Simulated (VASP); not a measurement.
Level of theory: PBEsol GGA, VASP's PBE PAW potentials (set 64) (plane waves; VASP).

VASP ran on this input.

File POSCAR:
```
ZrZnNi4
1
    0.0000000000     3.3960000000     3.3960000000
    3.3960000000     0.0000000000     3.3960000000
    3.3960000000     3.3960000000     0.0000000000
Ni Zr Zn
4 1 1
Direct
  0.6305090000   0.6095350000   0.6178920000
  0.1175400000   0.6323100000   0.6288460000
  0.6330050000   0.6259630000   0.1192810000
  0.6341640000   0.1245230000   0.6289870000
 -0.0075160000   0.0036470000   0.0075710000
  0.2422990000   0.2540220000   0.2474220000
```

**INCAR**
```
ALGO = Normal
EDIFF = 1E-6
ENCUT = 300
GGA = PS
ISIF = 2
ISMEAR = 0
ISPIN = 2
LASPH = .TRUE.
LCHARG = .FALSE.
LMAXMIX = 4
LORBIT = 11
LREAL = .FALSE.
LWAVE = .FALSE.
MAGMOM = 4*2.0 2*0.0
NELM = 100
PREC = Accurate
SIGMA = 0.1
SYSTEM = ZrZnNi4
```

### KPOINTS
```
Automatic mesh
0
Gamma
6 6 6
0 0 0
```

POTCAR, in this order: Ni Zr_sv Zn (PBE.64 set). Program: vasp_std.

Output

### OSZICAR
```
       N       E                     dE             d eps       ncg     rms          rms(c)
DAV:   1     0.432062601988E+03    0.43206E+03   -0.20697E+04 18816   0.144E+03
DAV:   2    -0.533341084339E+01   -0.43740E+03   -0.41609E+03 18838   0.359E+02
DAV:   3    -0.401814839450E+02   -0.34848E+02   -0.33188E+02 21044   0.122E+02
DAV:   4    -0.417636940380E+02   -0.15822E+01   -0.15720E+01 28950   0.210E+01
DAV:   5    -0.417893724732E+02   -0.25678E-01   -0.25660E-01 23056   0.262E+00    0.296E+01
DAV:   6    -0.493004465911E+02   -0.75111E+01   -0.72608E+01 22440   0.103E+02    0.312E+01
DAV:   7    -0.374146328318E+02    0.11886E+02   -0.24155E+01 21418   0.107E+02    0.696E+00
DAV:   8    -0.379516172943E+02   -0.53698E+00   -0.64354E+00 21584   0.197E+01    0.541E+00
DAV:   9    -0.377187446750E+02    0.23287E+00   -0.69475E-01 23550   0.104E+01    0.172E+00
DAV:  10    -0.377278536907E+02   -0.91090E-02   -0.11674E-01 22728   0.758E+00    0.181E+00
DAV:  11    -0.377086834160E+02    0.19170E-01   -0.38672E-02 21726   0.470E+00    0.495E-01
DAV:  12    -0.377086955818E+02   -0.12166E-04   -0.89621E-03 21856   0.868E-01    0.326E-01
DAV:  13    -0.377092347271E+02   -0.53915E-03   -0.28884E-03 24272   0.138E+00    0.344E-01
DAV:  14    -0.377084221228E+02    0.81260E-03   -0.11967E-03 22642   0.102E+00    0.680E-02
DAV:  15    -0.377084268515E+02   -0.47288E-05   -0.21532E-04 26456   0.140E-01    0.281E-02
DAV:  16    -0.377084291601E+02   -0.23086E-05   -0.33156E-05 24166   0.109E-01    0.277E-02
DAV:  17    -0.377084256593E+02    0.35009E-05   -0.77676E-06 19826   0.684E-02    0.144E-02
DAV:  18    -0.377084248659E+02    0.79335E-06   -0.43834E-06 20432   0.184E-02
   1 F= -.37708425E+02 E0= -.37698894E+02  d E =-.190608E-01  mag=     0.0002
```

**OUTCAR**
```
------------------------ aborting loop because EDIFF is reached ----------------------------------------
  FORCE on cell =-STRESS in cart. coord.  units (eV):
  Direction    XX          YY          ZZ          XY          YZ          ZX
  --------------------------------------------------------------------------------------
  Total       -3.5758999     -3.6414108     -3.6762901      0.0849375      0.0377400      0.3939499
  in kB      -73.1413366    -74.4812956    -75.1947142      1.7373096      0.7719326      8.0578372
  external PRESSURE =     -74.2724488 kB  Pullay stress =       0.0000000 kB
  volume of cell :       78.33
      direct lattice vectors                 reciprocal lattice vectors
     0.000000000  3.396000000  3.396000000    -0.147232038  0.147232038  0.147232038
     3.396000000  0.000000000  3.396000000     0.147232038 -0.147232038  0.147232038
     3.396000000  3.396000000  0.000000000     0.147232038  0.147232038 -0.147232038
 POSITION                                       TOTAL-FORCE (eV/Angst)
 -----------------------------------------------------------------------------------
      4.16834      4.23957      4.21119         0.842820      0.137350      0.498476
      4.28289      2.53473      2.54649        -0.786801      0.390333      0.351532
      2.53085      2.55476      4.27546         0.260245     -0.043267     -0.653984
      2.55892      4.28966      2.57650        -0.088320     -0.689208     -0.390098
      0.03810      3.39619      3.38286        -0.290575      0.041605      0.139580
      1.70290      1.66309      1.68551         0.062631      0.163188      0.054496
 -----------------------------------------------------------------------------------
    total drift:                                0.000545      0.000005     -0.000270
  FREE ENERGIE OF THE ION-ELECTRON SYSTEM (eV)
  ---------------------------------------------------
  free  energy   TOTEN  =       -37.7084248659 eV

  energy  without entropy=      -37.6893640531  energy(sigma->0) =      -37.69889446

 total charge

# of ion       s       p       d       tot
------------------------------------------
    1        0.534   0.507   8.349   9.389
    2        0.535   0.504   8.350   9.388
    3        0.536   0.508   8.349   9.393
    4        0.538   0.509   8.351   9.397
    5        2.189   5.981   1.567   9.737
    6        0.592   0.451   9.716  10.759
--------------------------------------------------
tot          4.924   8.459  44.681  58.063

 magnetization (x)

# of ion       s       p       d       tot
------------------------------------------
    1       -0.000   0.000  -0.000  -0.000
    2        0.000   0.000  -0.000  -0.000
    3        0.000   0.000  -0.000  -0.000
    4       -0.000   0.000  -0.000  -0.000
    5        0.000   0.000   0.000   0.000
    6       -0.000   0.000   0.000   0.000
--------------------------------------------------
tot          0.000   0.000  -0.000  -0.000
```
(Selected blocks of OUTCAR.)

At this cut-off the stress carries a Pulay error, which pulls relaxed volumes low.

The structure comes from a measured ZrZnNi4 entry of the Crystallography Open Database, whose conditions weren't checked. The cell was not relaxed at this level, atoms are displaced from their ideal sites.
